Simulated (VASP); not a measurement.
Method: optB88-vdW, VASP's PBE PAW potentials (set 64) (plane waves; VASP).

VASP input:

**INCAR**
```
AGGAC  =  0.0
ALGO  =  Normal
EDIFF  =  1E-7
EDIFFG  =  -0.01
ENCUT  =  520
GGA  =  BO
IBRION  =  2
ISIF  =  4
ISMEAR  =  1
LASPH  =  T
LCHARG  =  F
LMAXMIX  =  6
LREAL  =  F
LUSE_VDW  =  T
LWAVE  =  F
NELM  =  100
NSW  =  30
PARAM1  =  0.1833333333
PARAM2  =  0.22
PREC  =  Accurate
SIGMA  =  0.1
SYSTEM  =  Er
```

KPOINTS:
```
kpoints
0
Gamma
12 12 7
```

### POSCAR
```
Er
1
    1.7399183251    -3.0136265144     0.0000000000
    1.7399183251     3.0136265144     0.0000000000
    0.0000000000     0.0000000000     5.3492676396
Er
2
Direct
  0.3333330000   0.6666670000   0.2500000000
  0.6666670000   0.3333330000   0.7500000000
```

POTCAR, in this order: Er_3 (PBE.64 set). Program: vasp_std.

Output

### OSZICAR
```
       N       E                     dE             d eps       ncg     rms          rms(c)
DAV:   1     0.578002062644E+02    0.57800E+02   -0.86926E+03  3212   0.139E+03
DAV:   2    -0.539992902152E+00   -0.58340E+02   -0.56577E+02  3324   0.573E+02
DAV:   3    -0.341942936817E+01   -0.28794E+01   -0.26976E+01  3614   0.670E+01
DAV:   4    -0.353514969911E+01   -0.11572E+00   -0.11150E+00  3526   0.966E+00
DAV:   5    -0.354002837652E+01   -0.48787E-02   -0.48494E-02  3447   0.190E+00    0.257E+01
DAV:   6    -0.356580683764E+01   -0.25778E-01   -0.20676E-02  3329   0.288E+00    0.153E+01
DAV:   7    -0.358896244079E+01   -0.23156E-01   -0.40942E-02  3179   0.415E+00    0.375E-01
DAV:   8    -0.358940137386E+01   -0.43893E-03   -0.24369E-03  3292   0.771E-01    0.864E-02
DAV:   9    -0.358947755125E+01   -0.76177E-04   -0.17784E-04  3300   0.135E-01    0.301E-02
DAV:  10    -0.358948400298E+01   -0.64517E-05   -0.25470E-05  3295   0.577E-02    0.408E-02
DAV:  11    -0.358948591564E+01   -0.19127E-05   -0.35805E-06  2694   0.173E-02    0.297E-03
DAV:  12    -0.358948622891E+01   -0.31328E-06   -0.34532E-07  2465   0.741E-03    0.325E-03
DAV:  13    -0.358948621122E+01    0.17695E-07   -0.43520E-08  1718   0.737E-03
   1 F= -.35894862E+01 E0= -.35889144E+01  d E =-.358949E+01
       N       E                     dE             d eps       ncg     rms          rms(c)
DAV:   1    -0.359665419656E+01   -0.71680E-02   -0.25759E-01  3040   0.651E+00    0.344E-01
DAV:   2    -0.359348462842E+01    0.31696E-02   -0.64371E-03  3258   0.122E+00    0.224E-01
DAV:   3    -0.359190904963E+01    0.15756E-02   -0.18804E-03  3785   0.503E-01    0.111E-01
DAV:   4    -0.359191780102E+01   -0.87514E-05   -0.21973E-04  3281   0.124E-01    0.474E-02
DAV:   5    -0.359191726913E+01    0.53189E-06   -0.61540E-06  3691   0.356E-02    0.554E-03
DAV:   6    -0.359191713291E+01    0.13621E-06   -0.58391E-07  3071   0.807E-03    0.292E-03
DAV:   7    -0.359191711032E+01    0.22593E-07   -0.36441E-08  1753   0.386E-03
   2 F= -.35919171E+01 E0= -.35916086E+01  d E =-.243090E-02
       N       E                     dE             d eps       ncg     rms          rms(c)
DAV:   1    -0.359631886351E+01   -0.44017E-02   -0.20187E-01  3005   0.576E+00    0.302E-01
DAV:   2    -0.359379867590E+01    0.25202E-02   -0.50844E-03  3274   0.109E+00    0.195E-01
DAV:   3    -0.359257016736E+01    0.12285E-02   -0.14135E-03  3808   0.432E-01    0.105E-01
DAV:   4    -0.359257138031E+01   -0.12130E-05   -0.17160E-04  3323   0.111E-01    0.433E-02
DAV:   5    -0.359257084456E+01    0.53574E-06   -0.51728E-06  3678   0.328E-02    0.378E-03
DAV:   6    -0.359257076080E+01    0.83762E-07   -0.45163E-07  2686   0.737E-03
   3 F= -.35925708E+01 E0= -.35924483E+01  d E =-.308455E-02
```

OUTCAR:
```
------------------------ aborting loop because EDIFF is reached ----------------------------------------
  FORCE on cell =-STRESS in cart. coord.  units (eV):
  Direction    XX          YY          ZZ          XY          YZ          ZX
  --------------------------------------------------------------------------------------
  Total        1.1094251      1.1094247      1.0968618     -0.0000000      0.0000000      0.0000000
  in kB       31.6858928     31.6858831     31.3270771     -0.0000000      0.0000000      0.0000000
  external PRESSURE =      31.5662843 kB  Pullay stress =       0.0000000 kB
  volume of cell :       56.10
      direct lattice vectors                 reciprocal lattice vectors
     1.728042946 -2.993057720 -0.000000000     0.289344661 -0.167053243  0.000000000
     1.728042946  2.993057720  0.000000000     0.289344661  0.167053243  0.000000000
    -0.000000000  0.000000000  5.423042327     0.000000000 -0.000000000  0.184398339
 POSITION                                       TOTAL-FORCE (eV/Angst)
 -----------------------------------------------------------------------------------
      1.72804      0.99769      1.35576        -0.000000     -0.000000      0.000000
      1.72804     -0.99769      4.06728         0.000000      0.000000      0.000000
 -----------------------------------------------------------------------------------
    total drift:                                0.000000      0.000081     -0.000012
  FREE ENERGIE OF THE ION-ELECTRON SYSTEM (eV)
  ---------------------------------------------------
  free  energy   TOTEN  =        -3.5925707608 eV

  energy  without entropy=       -3.5922032494  energy(sigma->0) =       -3.59244826

 reached required accuracy - stopping structural energy minimisation
```
(Selected blocks of OUTCAR.)

CONTCAR:
```
Er
   1.00000000000000
     1.7280429464314411   -2.9930577198464370   -0.0000000000000000
     1.7280429464314411    2.9930577198464370    0.0000000000000000
    -0.0000000000000000    0.0000000000000000    5.4230423269660468
  Er
     2
Direct
     0.3333330000000032    0.6666669999999968    0.2500000000000000
     0.6666669999999968    0.3333330000000032    0.7500000000000000
```

The 4f electrons are frozen in the core of the lanthanide potential, so 4f levels, which can set the real gap, and their magnetism are missing.

The compound is Er in the hcp structure. This cell is one point of a volume scan, at 0.94 of the reference volume. Symmetry was kept, so distortions that lower it aren't found.
